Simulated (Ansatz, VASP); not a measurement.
# TiO2 (Anatase) in two plane-wave programs

One calculation is typed for both programs; each brings its own data sets. How far apart do they land? The cell is taken from a series of runs on this material, whose earlier steps may have relaxed, scaled, displaced or heated it; both programs get it as it stands.

Main program and level: Ansatz 0.2.0; plane waves, with VASP 6.6.1 beside it; single point at HSE06.

### 1. The starting structure

Symmetry: I4_1/amd, No. 141, tetragonal system. The conventional cell has a = 3.936 Å, b = 3.936 Å, c = 9.895 Å, α = 90.00°, β = 90.00°, γ = 90.00°. Nearest to Ti lie 6 O at 2.02 Å. Nearest to O lie 3 Ti at 2.02 Å. Farther neighbours and most contacts between anions are not listed.

### 2. Ansatz: single point, HSE06

Ansatz runs on its default PAW (the set named soft_2) files.

With cell and atoms fixed, the geometry can't cause a difference; cores, projectors, grids and the points listed under the comparison can.

File input.yaml:

```yaml
crystal:
  lattice:
    - [-1.967784, 1.967784, 4.947592]
    - [1.967784, -1.967784, 4.947592]
    - [1.967784, 1.967784, -4.947592]
  atoms:
    - { symbol: Ti, position: [0.0, 0.0, 0.0] }
    - { symbol: Ti, position: [0.75, 0.25, 0.5] }
    - { symbol: O, position: [0.2037256247, 0.2037256247, 0.0] }
    - { symbol: O, position: [0.9537256247, 0.4537256247, 0.5] }
    - { symbol: O, position: [0.5462743753, 0.0462743753, 0.5] }
    - { symbol: O, position: [0.7962743753, 0.7962743753, 0.0] }
kpoints:
  mp_grid: { grid: [6, 6, 6] }
  band_path:
    path:
      - [0.0, 0.0, 0.0]
      - [0.0, 0.0, 0.5]
      - [0.25, 0.25, 0.25]
      - [0.0, 0.5, 0.0]
      - [0.5, 0.5, -0.5]
      - [0.28954641, 0.71045359, -0.28954641]
      - [-0.28954641, 0.28954641, 0.28954641]
      - [-0.07909283, 0.07909283, 0.5]
      - [0.0, 0.0, 0.45]
      - [0.25, 0.25, -0.25]
    npoints: 1
hamiltonian:
  xc: hse06
scf:
  occupations: { method: fixed }
  n_extra_bands: 6
output:
  eigenvalues: true
  write_density: true
  write_potential: true
  elf: true
  volumetric_format: npy
```

Launch:

```sh
$ ansatz run input.yaml --threads 3 --pin off --max-ram 92160MiB --backend cuda --devices 1 --max-vram 13GiB --events-out ev --progress --plain --runs-dir out
```

Numbers of over 12 decimals in the logs are rounded to 6 here.

Log:

```text
scf.n_extra_bands = 6 over 24 filled bands (N_el = 48.0): the run solves 30 bands
GPUs: using 1 of 1 available (devices: 1).
Engine: ansatz 0.2.0, x86_64-unknown-linux-gnu
Pseudopotentials: kind: paw
Pseudopotential: Ti, paw, valence charge 12, recommended cutoff 420 eV (normal), Ti.paw.azcp
Pseudopotential: O, paw, valence charge 6, recommended cutoff 420 eV (normal), O.paw.azcp
Functional definition: HSE06
  parameter a = 0.25
  parameter omega = 0.11/bohr
  exchange = pbe_x - a*pbe_x_sr(omega) + a*exact_x_sr(omega)
  correlation = pbe_c
davidson cushion auto → on  (no smearing: the cushion is to keep the highest requested band from converging to the state above it; pin scf.eigensolver.cushion to override)
device memory: the entry about to start is reckoned to put 1.3 GiB on a device that reports 47.5 GiB free (of which the cap on the GPU budget leaves the run 13.0 GiB)
GPU FFT provider: cuFFT
GPU libraries: cuBLAS 13.8.2, cuFFT 12.4.0, cuSOLVER 12.3.4
Crystal: 6 atoms, lattice volume = 76.632 Å³
Basis set: ecut = 420 eV, 1517 PW (Γ)
Bands: 30, of which v1, the nominal top of the filled ones, is band 24 counted from 1 (23 counted from 0)
Symmetry: 16 space group operations
Space group: I41/amd (ITA 141), of the structure as read, at distance tolerance 4.2e-5 Å
k-points: 30 of 216
Non-local potential: Ti, projectors of the file, l = 0: 3, l = 1: 2, l = 2: 3, l = 3: 1
Non-local potential: O, projectors of the file, l = 0: 2, l = 1: 2, l = 2: 1
PAW form: soft (Blöchl's): semilocal exchange-correlation on the pseudo side does not see the compensation charge
PAW frozen core: Ti, regenerated for the run's functional, and the local potential with it (the file was generated under x = pbe(κ = 0.804, μ = 0.219515), c = pbe(β = 0.066725))
PAW frozen core: O, regenerated for the run's functional, and the local potential with it (the file was generated under x = pbe(κ = 0.804, μ = 0.219515), c = pbe(β = 0.066725))
PAW one-centre angular grid: Ti, 590 points (default); XC on 64 Gauss nodes
PAW one-centre angular grid: O, 110 points (default); XC on 96 Gauss nodes
Initial density: superposition of atomic densities (neutral atoms: chi_scale 0, normalization atom), corrected by the library's trained network
Initial wavefunctions: pseudopotential atomic-orbital guess
GPU buffer pool allocated for 64000 grid points (all kernels)
GPU transforms: local potential and band sums: pruned to the plane-wave sphere, on 40×40×40
Functional: x = pbe(κ = 0.804, μ = 0.219515), c = pbe(β = 0.066725), warm-up for x = pbe(κ = 0.804, μ = 0.219515) + 0.25 (exact − pbe) at short range (hse, ω = 0.207870 Å⁻¹), c = pbe(β = 0.066725); HSE06 as pw.x's `hse` composes it (authors' and Libxc's form: `xc: wpbeh`)
SCF iter   1: F=—  HF=-7277.177976 eV  |F-HF|=—  |Δ(HF+E_count)|=         —  Δρ=2.95e-3  dr2=1.85e-3  ethr=1.77e-3  ⟨swp⟩=5.2  Hψ=3835  notcnv=0
preconditioner: auto → none  [insulator: Δε(μ)=2.010 eV  Ē_g=8.940 eV  n_scr=22 (ndim 8)  ℏωp=24.0 eV  f_vac=0.128]
SCF iter   2: F=-7277.182121 eV  HF=-7277.181426 eV  |F-HF|=6.95e-4  |Δ(HF+E_count)|=   3.45e-3  Δρ=1.38e-3  dr2=3.70e-4  ethr=3.85e-6  ⟨swp⟩=5.0  Hψ=3530  notcnv=0
SCF 1 stopped early in 2 iterations: F = -7277.182121 eV  dr2 = 3.70e-4
  greatest PAW one-centre occupation: 0.999 electrons in one spin orbital (limit 2), on the Ti atom at site 1 (counted from 0), in its partial waves of l = 0
device memory: the entry about to start is reckoned to put 1.9 GiB (of the 2.0 GiB reckoned in all, the device holds 0.1 GiB already) on a device that reports 47.4 GiB free (of which the cap on the GPU budget leaves the run 12.9 GiB)
GPU FFT provider: cuFFT
GPU libraries: cuBLAS 13.8.2, cuFFT 12.4.0, cuSOLVER 12.3.4
Initial density: handed on by an earlier stage of this run
Initial wavefunctions: those handed on with the density
GPU buffer pool allocated for 64000 grid points (all kernels)
GPU transforms: local potential and band sums: pruned to the plane-wave sphere, on 40×40×40
Functional: x = pbe(κ = 0.804, μ = 0.219515) + 0.25 (exact − pbe) at short range (hse, ω = 0.207870 Å⁻¹), c = pbe(β = 0.066725); HSE06 as pw.x's `hse` composes it (authors' and Libxc's form: `xc: wpbeh`)
Exchange kernel: α = 0.2500, screened, ω = 0.2079 Å⁻¹, Wigner–Seitz truncation, v(0) = 1046.7999 eV·Å³, q-mesh 6×6×6, nearest image of the exchange supercell L = 23.61 Å, pair-density grid 24×24×24, without the augmentation charges, whose exchange is taken in its separable form by FFT convolution over the k-point mesh (sized by the pseudopotential files, 32×32×20 at the most), smooth part of the exact exchange by density-matrix convolution in up to 5.85 GiB of GPU memory as planned if the GPU has room (build and FFT work areas not counted)
Frozen-core exchange: fock
SCF iter   1: F=—  HF=-7275.670577 eV  |F-HF|=—  |Δ(HF+E_count)|=         —  Δρ=3.48e-2  dr2=1.34e0  ethr=7.72e-6  ⟨swp⟩=7.0  Hψ=4809  notcnv=0
preconditioner: auto → none  [insulator: Δε(μ)=4.316 eV  Ē_g=11.906 eV  n_scr=22 (ndim 8)  ℏωp=24.0 eV  f_vac=0.130]
SCF iter   2: F=—  HF=-7275.569445 eV  |F-HF|=—  |Δ(HF+E_count)|=   1.01e-1  Δρ=3.96e-2  dr2=1.23e0  ethr=7.72e-6  ⟨swp⟩=6.3  Hψ=4340  notcnv=0
SCF iter   3: F=—  HF=-7275.327104 eV  |F-HF|=—  |Δ(HF+E_count)|=   2.42e-1  Δρ=4.98e-3  dr2=2.74e-2  ethr=7.72e-6  ⟨swp⟩=5.1  Hψ=3914  notcnv=0
SCF iter   4: F=—  HF=-7275.375359 eV  |F-HF|=—  |Δ(HF+E_count)|=   4.83e-2  Δρ=3.93e-3  dr2=1.71e-2  ethr=7.72e-6  ⟨swp⟩=3.7  Hψ=2906  notcnv=0
iter 5 solved again at ethr=3.23e-7 eV; its pass at ethr=7.72e-6 eV (dr2=1.55e-4 eV) is discarded
SCF iter   5: F=—  HF=-7275.371287 eV  |F-HF|=—  |Δ(HF+E_count)|=   4.07e-3  Δρ=8.02e-4  dr2=1.93e-4  ethr=3.23e-7  ⟨swp⟩=2.1  Hψ=4734  notcnv=0
SCF iter   6: F=-7275.371887 eV  HF=-7275.371893 eV  |F-HF|=6.27e-6  |Δ(HF+E_count)|=   6.06e-4  Δρ=2.58e-4  dr2=1.58e-5  ethr=3.23e-7  ⟨swp⟩=3.9  Hψ=2842  notcnv=0
SCF 2 stopped early in 6 iterations: F = -7275.371887 eV  dr2 = 1.58e-5
hybrid outer 1: dexx = +5.776e-2 eV, tail = 1.80e-4 eV
GPU FFT provider: cuFFT
GPU libraries: cuBLAS 13.8.2, cuFFT 12.4.0, cuSOLVER 12.3.4
GPU buffer pool allocated for 64000 grid points (all kernels)
GPU transforms: local potential and band sums: pruned to the plane-wave sphere, on 40×40×40
Exchange kernel: α = 0.2500, screened, ω = 0.2079 Å⁻¹, Wigner–Seitz truncation, v(0) = 1046.7999 eV·Å³, q-mesh 6×6×6, nearest image of the exchange supercell L = 23.61 Å, pair-density grid 24×24×24, without the augmentation charges, whose exchange is taken in its separable form by FFT convolution over the k-point mesh (sized by the pseudopotential files, 32×32×20 at the most), smooth part of the exact exchange by density-matrix convolution in up to 5.85 GiB of GPU memory as planned if the GPU has room (build and FFT work areas not counted)
Frozen-core exchange: fock
SCF iter   1: F=—  HF=-7275.370543 eV  |F-HF|=—  |Δ(HF+E_count)|=         —  Δρ=1.45e-4  dr2=1.45e-5  ethr=1.88e-6  ⟨swp⟩=3.0  Hψ=2215  notcnv=0
preconditioner: auto → none  [insulator: Δε(μ)=3.450 eV  Ē_g=11.089 eV  n_scr=22 (ndim 8)  ℏωp=24.0 eV  f_vac=0.132]
iter 2 solved again at ethr=1.39e-9 eV; its pass at ethr=2.86e-8 eV (dr2=6.67e-7 eV) is discarded
SCF iter   2: F=—  HF=-7275.370540 eV  |F-HF|=—  |Δ(HF+E_count)|=   2.41e-6  Δρ=3.74e-5  dr2=1.07e-6  ethr=1.39e-9  ⟨swp⟩=2.6  Hψ=4645  notcnv=0
SCF iter   3: F=—  HF=-7275.370546 eV  |F-HF|=—  |Δ(HF+E_count)|=   5.43e-6  Δρ=3.44e-5  dr2=8.32e-7  ethr=1.39e-9  ⟨swp⟩=4.8  Hψ=3061  notcnv=0  defer=6
SCF iter   4: F=-7275.370545 eV  HF=-7275.370545 eV  |F-HF|=1.72e-8  |Δ(HF+E_count)|=   2.29e-7  Δρ=4.64e-6  dr2=5.24e-8  ethr=1.39e-9  ⟨swp⟩=3.3  Hψ=2173  notcnv=0
SCF 3 converged in 4 iterations: F = -7275.370545 eV  dr2 = 5.24e-8
hybrid outer 2: dexx = +6.242e-6 eV, tail = 1.72e-7 eV, Δε = 1.61e-3 eV (about 5.60e-5 eV left of the loop's levels)
the search or the solves at the SCF's close seem to have found levels that the self-consistency loop had missed (the run counts 3). By its estimate they hold under 1e-12 electrons; where the run keeps them, the occupations were computed again with them
device memory: the entry about to start is reckoned to put 0.7 GiB on a device that reports 52.5 GiB free (of which the cap on the GPU budget leaves the run 13.0 GiB)
NSCF: frozen V_eff on 10 k-points
hybrid SCF converged: 2 outer / 10 inner (+2 warm-up), last move |dexx| = 6.24e-6 eV, tail = 1.72e-7 eV
Stability not checked: this state was not tested for a lower state beside it, because the functional holds exact exchange (a hybrid, or Hartree-Fock), whose exchange loop this test does not read (fock_operator; see scf.lower_state_search)
Free energy (F): -7275.370545 eV
Frozen-core exchange: fock
Harris-Foulkes:  -7275.370546 eV  (|F-HF|=1.72e-8)
Internal energy: -7275.370545 eV  (E = F + TS)
E sigma→0 (E₀):  -7275.370545 eV
Fermi energy:    4.791434 eV
--- Per-component energies (eV) ---
  E_band       = -639.669554
  E_kinetic    = 1234.881091
  E_local      = -3755.999195  (includes V_loc(G=0)·N_el)
  E_nonlocal   = 184.388150
  E_hartree    = 1443.553640
  E_xc         = -393.760291
  E_vxc        = -494.007499  (∫ρ·V_xc dr)
  E_exx        = -155.549827  (= α·E_x^exact, valence–valence)
  E_paw        = -2656.411483  (= ΣΔE_a)
  E_vpaw       = -384.953537  (= ΣTr[D̂ρ^β])
  E_aug_tail   = 0.010004  (compensation charges beyond the density's cutoff)
  E_ewald      = -3176.032119
  E_core_change = -0.450516  (= ΣΔE_core)
  E_smearing   = -0.000000  (= −TS)
  E_closure    = 0.000000  (closes the sum)
  Σ components = -7275.370545   (vs F -7275.370545, Δ=-9.09e-13)
--- Band table (eV; the first three rows and the last of 30) ---
  k-point 0: bands = [... 20 lower, 4.1045, 4.1045, 4.5149, 4.5149, 8.2377, 8.9343, 10.1145, 10.1145, ... 2 higher]
  k-point 1: bands = [... 20 lower, 3.5781, 3.6949, 4.1898, 4.6618, 9.0258, 9.0345, 9.2867, 9.7596, ... 2 higher]
  k-point 2: bands = [... 20 lower, 2.7471, 4.0235, 4.2023, 4.7457, 9.0788, 9.2427, 9.4711, 9.7981, ... 2 higher]
  k-point 29: bands = [... 20 lower, 3.6312, 3.6312, 4.7914, 4.7914, 8.5757, 8.5757, 9.8325, 9.8325, ... 2 higher]
```

(Continued in part 2 of 2.)

[Lines on the potential files, build, host, timing and source positions are cut from VASP's logs without a mark.]

[Logs are printed without paths, hosts, clocks, repeated set-up lines and the standing remarks that a program may print on its own settings, such as how far it seeks lower states.]

[Hosts, paths, dates, database ids (printed as entryN), source tags and the programs' standing remarks are cut or masked in the printed files.]
